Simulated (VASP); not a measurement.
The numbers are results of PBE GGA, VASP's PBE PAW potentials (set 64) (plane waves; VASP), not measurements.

Input for VASP

KPOINTS:
```
kpoints
0
G
 14 14 14
```

**INCAR**
```
SYSTEM  =  HfN
PREC  =  Accurate; ENCUT  =  620; LREAL  =  .FALSE.
LASPH  =  .TRUE.
EDIFF  =  1E-6; NELM  =  100; ALGO  =  Normal
LMAXMIX  =  6
ISMEAR  =  1; SIGMA  =  0.1
GGA  =  PE
IBRION  =  2; NSW  =  40; ISIF  =  3
EDIFFG  =  -0.02; PSTRESS  =  450
LWAVE  =  .FALSE.; LCHARG  =  .FALSE.
```

### POSCAR
```
HfN
1
    0.0000000000     2.1735391921     2.1735391921
    2.1735391921     0.0000000000     2.1735391921
    2.1735391921     2.1735391921     0.0000000000
Hf N
1 1
Direct
  1.0000000000   1.0000000000   1.0000000000
  0.5000000000   0.5000000000   0.5000000000
```

POTCAR, in this order: Hf_pv N (PBE.64 set). Program: vasp_std.

What VASP printed:

### OSZICAR
```
       N       E                     dE             d eps       ncg     rms          rms(c)
DAV:   1     0.478520703411E+02    0.47852E+02   -0.93640E+03  2288   0.151E+03
DAV:   2    -0.217677199086E+02   -0.69620E+02   -0.65770E+02  2991   0.297E+02
DAV:   3    -0.244028491270E+02   -0.26351E+01   -0.25987E+01  2938   0.504E+01
DAV:   4    -0.244303766278E+02   -0.27528E-01   -0.24205E-01  2809   0.461E+00
DAV:   5    -0.244308361918E+02   -0.45956E-03   -0.45903E-03  2881   0.467E-01    0.624E+01
DAV:   6    -0.214430610853E+02    0.29878E+01   -0.14465E+01  2748   0.306E+01    0.492E+01
DAV:   7    -0.214199673450E+02    0.23094E-01   -0.62242E-01  2648   0.748E+00    0.284E+01
DAV:   8    -0.214125456727E+02    0.74217E-02   -0.67441E-02  2688   0.260E+00    0.582E+00
DAV:   9    -0.214062300276E+02    0.63156E-02   -0.37707E-02  2747   0.144E+00    0.170E+00
DAV:  10    -0.214058718146E+02    0.35821E-03   -0.17456E-03  2693   0.385E-01    0.326E-01
DAV:  11    -0.214058756867E+02   -0.38721E-05   -0.16766E-04  2892   0.128E-01    0.738E-02
DAV:  12    -0.214058721835E+02    0.35032E-05   -0.11932E-05  2669   0.357E-02    0.225E-02
DAV:  13    -0.214058719391E+02    0.24447E-06   -0.43461E-07  1485   0.795E-03
   1 F= -.15637751E+02 E0= -.15637631E+02  d E =-.156378E+02
```

**OUTCAR**
```
------------------------ aborting loop because EDIFF is reached ----------------------------------------
  FORCE on cell =-STRESS in cart. coord.  units (eV):
  Direction    XX          YY          ZZ          XY          YZ          ZX
  --------------------------------------------------------------------------------------
  Total        5.7596198      5.7596198      5.7596198      0.0000000      0.0000000      0.0000000
  in kB      449.3367839    449.3367839    449.3367839      0.0000000      0.0000000      0.0000000
  external PRESSURE =      -0.6632161 kB  Pullay stress =     450.0000000 kB
  volume of cell :       20.54
      direct lattice vectors                 reciprocal lattice vectors
     0.000000000  2.173539192  2.173539192    -0.230039560  0.230039560  0.230039560
     2.173539192  0.000000000  2.173539192     0.230039560 -0.230039560  0.230039560
     2.173539192  2.173539192  0.000000000     0.230039560  0.230039560 -0.230039560
 POSITION                                       TOTAL-FORCE (eV/Angst)
 -----------------------------------------------------------------------------------
      0.00000      0.00000      0.00000         0.000000      0.000000      0.000000
      2.17354      2.17354      2.17354        -0.000000     -0.000000     -0.000000
 -----------------------------------------------------------------------------------
    total drift:                                0.000000      0.000000      0.000000
  FREE ENERGIE OF THE ION-ELECTRON SYSTEM (eV)
  ---------------------------------------------------
  free  energy   TOTEN  =       -21.4058719391 eV

  energy  without entropy=      -21.4055106376  energy(sigma->0) =      -21.40575151
  enthalpy is  TOTEN    =       -15.6377510510 eV   P V=        5.7681208881

 reached required accuracy - stopping structural energy minimisation
```
(Selected blocks of OUTCAR.)

OUTCAR:
```
 val. band max:        9.4303188105   @ k =   0.5000   0.2143   0.0000

 cond. band min:       9.4707181024   @ k =   0.3571   0.1429   0.0714


 Fermi energy:         9.4525394604

 k-point     1 :       0.0000    0.0000    0.0000
  band No.  band energies     occupation
      1     -21.2367      2.00000
      2     -21.2367      2.00000
      3     -21.2367      2.00000
      4      -8.7421      2.00000
      5       6.2977      2.00000
      6       6.2977      2.00000
      7       6.2977      2.00000
      8       9.0253      2.00000
      9       9.0253      2.00000
     10       9.0253      2.00000
     11      11.7079      0.00000

 k-point     2 :       0.0714    0.0000    0.0000
  band No.  band energies     occupation
      1     -21.3202      2.00000
      2     -21.2428      2.00000
      3     -21.2428      2.00000
      4      -8.5886      2.00000
      5       5.7525      2.00000
      6       5.9409      2.00000
      7       5.9409      2.00000
      8       9.1981      2.00189
      9       9.2263      2.00626
     10       9.2263      2.00626
     11      12.1731      0.00000

 k-point     3 :       0.1429    0.0000    0.0000
  band No.  band energies     occupation
      1     -21.5463      2.00000
      2     -21.2598      2.00000
      3     -21.2598      2.00000
      4      -8.1579      2.00000
      5       4.5812      2.00000
      6       5.1723      2.00000
      7       5.1723      2.00000
      8       9.4938      0.36290
      9       9.7427     -0.00032
     10       9.7427     -0.00032
     11      13.3333      0.00000

 k-point     4 :       0.2143    0.0000    0.0000
  band No.  band energies     occupation
      1     -21.8548      2.00000
      2     -21.2843      2.00000
      3     -21.2843      2.00000
      4      -7.5268      2.00000
      5       3.2658      2.00000
      6       4.3516      2.00000
      7       4.3516      2.00000
      8       9.8819     -0.00000
      9      10.5067     -0.00000
...
```

Unless said otherwise, spin-orbit coupling is left out, though it shifts the bands of the heavy elements here.

The compound is HfN in the rock salt structure. It was relaxed first under an external pressure of 45 GPa. The electron count is odd and the run is not spin-polarised, which forces a metal.
